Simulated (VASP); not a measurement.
Write the native input for VASP 6.6.1 that does the following.

```yaml
Task: single point
Functional: PBE
Potentials_or_basis: VASP PAW PBE potentials, release 64 (Ba_sv, Cd, As)
Cutoff: 520 eV
k_mesh: 3 × 3 × 2
Occupations: methfessel-paxton, width 0.15 eV
Spin: no spin polarisation
Dipole_correction: no
Further_INCAR_settings: ALGO = Fast; EDIFF = 1e-06; NBANDS = 47
```

The structure of Ba3Cd2As4 lies in POSCAR:

```
Ba3Cd2As4
1.0
    6.3669340000      0.0234540000     -0.1853680000
   -0.2384970000      6.0962550000     -1.1894890000
   -0.2680430000      1.7565690000      6.6253900000
Ba Cd As
3 2 4
Direct
    0.4484961314      0.3108073705      0.8929151007
    0.7865934293      0.7869693937      0.6474804786
    0.2728168861      0.0425114399      0.4151022673
   -0.0021879108      0.5176020910      0.1270772626
    0.4076486022      0.5457514365      0.3483159990
   -0.0236665145      0.9796205890      0.0570180624
    0.5790413769      0.7782449552      0.0478697187
    0.9212555029      0.2797906073      0.6464550977
    0.7555859454      0.1837695617      0.3108619006
```

The cell was built by a generator and needn't be a form met in nature.

These files were run (other wordings do the same):

INCAR

```
SYSTEM = Ba3Cd2As4
  PREC = Accurate
  ENCUT = 520
  EDIFF = 1E-6
  ISMEAR = 1
  SIGMA = 0.15
  LREAL = .FALSE.
  LASPH = .TRUE.
  NELM = 100
  ALGO = Fast
  ISIF = 2
  LWAVE = .FALSE.
  LCHARG = .FALSE.
  GGA = PE
  NBANDS = 47
```

KPOINTS

```
Automatic mesh
0
G
  3 3 2
  0 0 0
```

Potentials or basis: VASP PAW PBE potentials, release 64 (Ba_sv, Cd, As).

Run with:

```console
$ cat potpaw_PBE.64/Ba_sv/POTCAR potpaw_PBE.64/Cd/POTCAR potpaw_PBE.64/As/POTCAR > POTCAR
$ mpirun -np 1 vasp_std > vasp.out
```

It gave:

```json
{
  "Pressure": "2.5 GPa",
  "Largest force": "0.723 eV/Å",
  "Band gap on the k mesh": "none (metal or under the smearing width)"
}
```

Caveat: the k mesh is coarse (spacing up to 0.46 Å⁻¹), so the values aren't converged.

It took 2.3 min on 1 thread of Intel(R) Xeon(R) Platinum 8488C (Sapphire Rapids) (shared host), peak memory 0.41 GiB.
